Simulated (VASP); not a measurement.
Output of a VASP run:

OSZICAR:
```
       N       E                     dE             d eps       ncg     rms          rms(c)
DAV:   1     0.989095028730E+02    0.98910E+02   -0.75417E+03  1352   0.108E+03
DAV:   2    -0.575176990201E+01   -0.10466E+03   -0.95671E+02  1740   0.303E+02
DAV:   3    -0.933572546056E+01   -0.35840E+01   -0.35656E+01  1744   0.530E+01
DAV:   4    -0.943067764139E+01   -0.94952E-01   -0.94908E-01  1932   0.770E+00
DAV:   5    -0.943255204298E+01   -0.18744E-02   -0.18744E-02  1752   0.971E-01    0.630E+00
DAV:   6    -0.825784495774E+01    0.11747E+01   -0.38642E+00  1464   0.186E+01    0.440E+00
DAV:   7    -0.823392119118E+01    0.23924E-01   -0.11054E-01  1784   0.301E+00    0.270E+00
DAV:   8    -0.823103489004E+01    0.28863E-02   -0.48314E-02  1448   0.258E+00    0.194E-01
DAV:   9    -0.823231585252E+01   -0.12810E-02   -0.63367E-03  1812   0.655E-01    0.120E-01
DAV:  10    -0.823286274793E+01   -0.54690E-03   -0.90608E-04  1076   0.326E-01
   1 F= -.82328627E+01 E0= -.82328627E+01  d E =-.274218E-35
```

File OUTCAR:
```
------------------------ aborting loop because EDIFF is reached ----------------------------------------
  FORCE on cell =-STRESS in cart. coord.  units (eV):
  Direction    XX          YY          ZZ          XY          YZ          ZX
  --------------------------------------------------------------------------------------
  Total        0.1732261      0.1732261      0.1732261      0.0000000      0.0000000     -0.0000000
  in kB        7.9929232      7.9929232      7.9929232      0.0000000      0.0000000     -0.0000000
  external PRESSURE =       7.9929232 kB  Pullay stress =       0.0000000 kB
  volume of cell :       34.72
      direct lattice vectors                 reciprocal lattice vectors
     0.000000000  2.589382000  2.589382000    -0.193096268  0.193096268  0.193096268
     2.589382000  0.000000000  2.589382000     0.193096268 -0.193096268  0.193096268
     2.589382000  2.589382000  0.000000000     0.193096268  0.193096268 -0.193096268
  FREE ENERGIE OF THE ION-ELECTRON SYSTEM (eV)
  ---------------------------------------------------
  free  energy   TOTEN  =        -8.2328627479 eV

  energy  without entropy=       -8.2328627479  energy(sigma->0) =       -8.23286275
```
(Selected blocks of OUTCAR.)

**POSCAR**
```
KF
1
    0.0000000000     2.5893820000     2.5893820000
    2.5893820000     0.0000000000     2.5893820000
    2.5893820000     2.5893820000     0.0000000000
K F
1 1
Direct
  0.0000000000   0.0000000000   0.0000000000
  0.5000000000   0.5000000000   0.5000000000
```

### Question
Reconstruct the remaining input files.

### Answer
This is not unique; one that fits is the input of the run itself, PBE GGA, plane waves, VASP's PBE PAW potentials (set 64).

KPOINTS:
```
K-points
0
Gamma
11 11 11
0 0 0
```

**INCAR**
```
SYSTEM = KF
PREC = Accurate
ENCUT = 400
EDIFF = 1E-03
NELM = 100
ALGO = Normal
LREAL = .FALSE.
LASPH = .TRUE.
ISMEAR = 0
SIGMA = 0.01
GGA = PE
LWAVE = .FALSE.
LCHARG = .FALSE.
ISIF = 2
```

POTCAR, in this order: K_sv F (PBE.64 set). Program: vasp_std.

At this cut-off the stress carries a Pulay error, which pulls relaxed volumes low.

The structure comes from a computed database's KF entry; how it stands against other phases isn't given here. The cell was not relaxed at this level. The run is one of a series of settings (EDIFF = 1E-03 against the base run), some of them coarse on purpose.
